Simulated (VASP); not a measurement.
A VASP calculation is set up with these files.

### INCAR
```
LMAXMIX=4
PREC=Accurate
ISMEAR=-1   ! Fermi-Dirac
LWAVE=.FALSE.
EDIFF=1E-6
NELM=100
GGA=PE
SIGMA=0.05   ! width (eV)
ALGO=Normal   ! blocked Davidson
ISIF=2   ! forces and stress, cell fixed
SYSTEM=RbCl
LCHARG=.FALSE.
LREAL=.FALSE.   ! projection in real space or not
ENCUT=300   ! plane-wave cut-off (eV)
LASPH=.TRUE.   ! aspherical one-centre terms
```

**POSCAR**
```
RbCl
6.580
  0.0000000000   0.5000000000   0.5000000000
  0.5000000000   0.0000000000   0.5000000000
  0.5000000000   0.5000000000   0.0000000000
Rb Cl
1 1
Direct
  0.0000000000   0.0000000000   0.0000000000
  0.5000000000   0.5000000000   0.5000000000
```

**KPOINTS**
```
Automatic mesh
0
gamma
  9 9 9
0 0 0
```

POTCAR, in this order: Rb_sv Cl (PBE.64 set). Program: vasp_std.

### Question
Write an equivalent input for Quantum ESPRESSO's pw.x.

### Answer
One equivalent input (not run):
```
&CONTROL
  calculation = 'scf'
  pseudo_dir = './pseudo'
  outdir = './out'
  tprnfor = .true.
  tstress = .true.
/
&SYSTEM
  ibrav = 0
  nat = 2
  ntyp = 2
  ecutwfc = 58
  occupations = 'smearing'
  smearing = 'fermi-dirac'
  degauss = 0.003675
  input_dft = 'pbe'
/
&ELECTRONS
  conv_thr = 7.3e-08
  electron_maxstep = 100
/
ATOMIC_SPECIES
  Rb 85.468 Rb.upf
  Cl 35.450 Cl.upf
CELL_PARAMETERS angstrom
     0.0000000    3.2900000    3.2900000
     3.2900000    0.0000000    3.2900000
     3.2900000    3.2900000    0.0000000
ATOMIC_POSITIONS crystal
  Rb   0.0000000  0.0000000  0.0000000
  Cl   0.5000000  0.5000000  0.5000000
K_POINTS automatic
  9 9 9 0 0 0
```
The two are equivalent in intent, not identical: the potentials are each code's own (VASP's PAW set, PseudoDojo norm-conserving files in pw.x), so ENCUT and ecutwfc are chosen apart and not converted; conv_thr bounds pw.x's estimated SCF error, while EDIFF bounds the energy change between steps.

The structure is a typed RbCl crystal (Fm-3m). The cell was not relaxed at this level.
